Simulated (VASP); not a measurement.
All values below come from vdW-DF-cx, VASP's PBE PAW potentials (set 64) (plane waves; VASP).

VASP ran on this input.

File KPOINTS:
```
k-points along high-symmetry lines
10
Line-mode
Reciprocal
  0.000000   0.000000   0.000000 ! GAMMA
  0.500000   0.000000   0.000000 ! M

  0.500000   0.000000   0.000000 ! M
  0.333333   0.333333   0.000000 ! K

  0.333333   0.333333   0.000000 ! K
  0.000000   0.000000   0.000000 ! GAMMA

  0.000000   0.000000   0.000000 ! GAMMA
  0.000000   0.000000   0.500000 ! A

  0.000000   0.000000   0.500000 ! A
  0.500000   0.000000   0.500000 ! L

  0.500000   0.000000   0.500000 ! L
  0.333333   0.333333   0.500000 ! H

  0.333333   0.333333   0.500000 ! H
  0.000000   0.000000   0.500000 ! A

  0.500000   0.000000   0.500000 ! L
  0.500000   0.000000   0.000000 ! M

  0.333333   0.333333   0.500000 ! H
  0.333333   0.333333   0.000000 ! K
```

**INCAR**
```
SYSTEM = Se
PREC = Accurate
ENCUT = 520
EDIFF = 1E-7
NELM = 100
ALGO = Normal
LREAL = .FALSE.
LASPH = .TRUE.
ISMEAR = 0
SIGMA = 0.05
GGA = CX
LUSE_VDW = .TRUE.
AGGAC = 0.0
LMAXMIX = 4
LWAVE = .FALSE.
LCHARG = .FALSE.
LORBIT = 11
ICHARG = 11
```

**POSCAR**
```
Se
1
    2.0226423831    -3.5033193617     0.0000000000
    2.0226423831     3.5033193617    -0.0000000000
    0.0000000000     0.0000000000     5.1689301064
Se
3
Direct
  1.0000000000   0.2501156324   0.6666670000
  0.7498843676   0.7498843676   0.0000000000
  0.2501156324   1.0000000000   0.3333330000
```

POTCAR, in this order: Se (PBE.64 set). Program: vasp_std. Read from the step before: CHGCAR.

Output

**OSZICAR**
```
       N       E                     dE             d eps       ncg     rms          rms(c)
DAV:   1     0.918694901638E+02    0.91869E+02   -0.75388E+03  2340   0.117E+03
DAV:   2     0.544041369243E+00   -0.91325E+02   -0.87895E+02  3250   0.177E+02
DAV:   3    -0.527158849138E+01   -0.58156E+01   -0.57636E+01  2715   0.518E+01
DAV:   4    -0.532818081163E+01   -0.56592E-01   -0.56516E-01  2805   0.593E+00
DAV:   5    -0.532864458927E+01   -0.46378E-03   -0.46376E-03  2800   0.525E-01
DAV:   6    -0.532865192882E+01   -0.73396E-05   -0.73392E-05  2900   0.617E-02
DAV:   7    -0.532865209261E+01   -0.16379E-06   -0.16429E-06  2840   0.786E-03
DAV:   8    -0.532865209664E+01   -0.40309E-08   -0.40262E-08  2249   0.116E-03
   1 F= -.53286521E+01 E0= -.53286521E+01  d E =-.289317E-08
```

File OUTCAR:
```
 val. band max:        3.6789026753   @ k =   0.3704   0.2593   0.5000

 cond. band min:       4.0429519513   @ k =   0.3333   0.3333   0.5000



 k-point     1 :       0.0000    0.0000    0.0000
  band No.  band energies     occupation
      1     -12.2756      2.00000
      2      -8.2939      2.00000
      3      -8.2939      2.00000
      4       0.0679      2.00000
      5       0.2681      2.00000
      6       0.2681      2.00000
      7       1.8050      2.00000
      8       1.8050      2.00000
      9       3.0871      2.00000
     10       5.0252      0.00000
     11       5.0252      0.00000
     12       5.6721      0.00000
     13      10.0036      0.00000

 k-point     2 :       0.0556    0.0000    0.0000
  band No.  band energies     occupation
      1     -12.2543      2.00000
      2      -8.3024      2.00000
      3      -8.2887      2.00000
      4      -0.1573      2.00000
      5       0.1529      2.00000
      6       0.3058      2.00000
      7       1.8499      2.00000
      8       1.9795      2.00000
      9       3.0938      2.00000
     10       4.9556      0.00000
     11       5.0165      0.00000
     12       5.6633      0.00000
     13       9.9744      0.00000

 k-point     3 :       0.1111    0.0000    0.0000
  band No.  band energies     occupation
      1     -12.1912      2.00000
      2      -8.3302      2.00000
      3      -8.2734      2.00000
      4      -0.5697      2.00000
      5      -0.0854      2.00000
      6       0.2627      2.00000
      7       1.9563      2.00000
      8       2.2973      2.00000
      9       3.0655      2.00000
     10       4.8426      0.00000
     11       5.0022      0.00000
     12       5.6597      0.00000
     13       9.8543      0.00000

 k-point     4 :       0.1667    0.0000    0.0000
  band No.  band energies     occupation
      1     -12.0894      2.00000
      2      -8.3825      2.00000
      3      -8.2495      2.00000
      4      -0.9911      2.00000
...
```

The density is held fixed in this step, so its total energy and stress have no physical meaning.

The compound is Se in the trig structure. It was relaxed first, which changed the volume by -11 %.
